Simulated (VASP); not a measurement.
Data:

```xyz
2
Lattice="0.0000 1.8070 1.8070 1.8070 0.0000 1.8070 1.8070 1.8070 0.0000" Properties=species:S:1:pos:R:3 pbc="T T T"
C      0.0000     0.0000     0.0000
C      0.9035     0.9035     0.9035
```

Computed with PBE GGA, VASP's PBE PAW potentials (set 64) (plane waves; VASP). Run with PREC = Normal, 500 eV cut-off, 4×4×4 Γ-centred mesh, Gaussian smearing of 0.010 eV, potentials C_GW_new.

Task: Estimate the energy per atom (σ→0), pressure.

Result: 
```
Item                           Result
---------------------  --------------
energy per atom (σ→0)  -9.023 eV/atom
pressure                   -13.65 GPa
```

The compound is C in the diamond structure. This cell is one point of a volume scan, at 1.04 of the reference volume. The k-mesh is coarse (spacing up to 0.75 per Å, 2π included), so the numbers may not be converged in it.
